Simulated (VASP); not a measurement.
Cost and result of VASP (PAW) for the lattice constant a of PbO₂ (rutile). Static lattice. The cost counts the five points of the equation of state, each on the mesh and cut-off of its row, so the ratios hold those differences too. With PBE it took about 10 core-minutes. Costs are core time on shared hosts, one run each; read them as rough ratios.

```csv
level,k-mesh,cut-off (eV),lattice constant a (Å),cost over PBE
LDA,5×5×7,520,4.941,within a factor of 2
PBEsol,5×5×7,520,5.000,within a factor of 2
PBE,5×5×7,520,5.083,reference
r2SCAN,5×5×7,520,___,___
SCAN,5×5×7,520,___,___
```

Problem. Fill in the missing entries.

Solution. 
- r2SCAN, lattice constant a (Å): 4.994
- r2SCAN, cost over PBE: about 4 times
- SCAN, lattice constant a (Å): 4.988
- SCAN, cost over PBE: about 6 times

Left out are levels that failed, ran on another kind of processor or have no fit band path; at most nine are shown.

The compound is PbO2 in the rutile structure.
